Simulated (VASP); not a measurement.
Data:

```yaml
crystal:
  lattice:
    - [1.35660, -2.34970, 0.00000]
    - [1.35660, 2.34970, 0.00000]
    - [0.00000, 0.00000, 5.04900]
  atoms:
    - { symbol: Zn, position: [0.33333, 0.66667, 0.25000] }
    - { symbol: Zn, position: [0.66667, 0.33333, 0.75000] }
```

These are PBE GGA, VASP's PBE PAW potentials (set 64) (plane waves; VASP 6.6.1) values and carry that method's errors. Run with 400 eV cut-off, 14×14×7 Γ-centred mesh, tetrahedra, potentials Zn.

Task: Give the stress tensor in GPa (positive for a compressed cell).

Result: 
```
-4.19   0.00   0.00
 0.00  -4.19   0.00
 0.00   0.00  -3.01
```
The pressure is its mean diagonal, -3.80 GPa.

The compound is Zn in the hcp structure. The cell was not relaxed at this level. The run is one of a series of settings (ISMEAR = -4, SIGMA removed against the base run), some of them coarse on purpose.
